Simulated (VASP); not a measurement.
Crystal: As.

```
As
1.0
     1.88080    1.08588    3.51406
    -1.88080    1.08588    3.51406
     0.00000   -2.17176    3.51406
As
2
Direct
  0.77400 0.77400 0.77400
  0.22600 0.22600 0.22600
```

| Property | Result |
| --- | --- |
| Program | VASP 6.6.1 |
| Task | relaxation of cell and atoms |
| Functional | PBEsol |
| Potentials or basis | VASP PAW PBE potentials, release 64 (As) |
| Cutoff | 600 eV |
| k mesh | 12 × 12 × 12 |
| Occupations | methfessel-paxton, width 0.1 eV |
| Spin | no spin polarisation |

At the start: pressure 0.7 GPa; volume 21.53 Å³/atom.

**Question.** Where does the relaxation end?

**Answer.** Over 12 steps the energy falls by 11.6 meV/atom and the volume is 20.89 Å³/atom (-3.0 %); space group R-3m (No. 166, to 0.05 Å).

The path:
```csv
step,energy change (eV),largest force (eV/Å),pressure (GPa),volume (Å³)
1,0.0000,0.4441,0.74,43.06
2,-0.0086,0.0013,-1.55,43.69
3,-0.0091,0.0803,-1.12,43.57
4,-0.0155,0.0268,-0.56,42.86
5,-0.0188,0.0388,0.30,41.95
6,-0.0223,0.0381,0.11,41.80
7,-0.0230,0.0349,0.00,41.70
8,-0.0230,0.0353,0.01,41.71
9,-0.0231,0.0026,0.09,41.72
10,-0.0231,0.0015,0.09,41.72
11,-0.0231,0.0019,-0.08,41.82
12,-0.0231,0.0003,0.00,41.77
```

Final structure:
```
CELL_PARAMETERS angstrom
1.89473 1.09392 3.35887
-1.89473 1.09392 3.35887
0.00000 -2.18784 3.35887
ATOMIC_POSITIONS crystal
As 0.76946 0.76946 0.76946
As 0.23054 0.23054 0.23054
```

Caveat: the PAW data sets were made with another functional, which shifts forces and pressure a little.
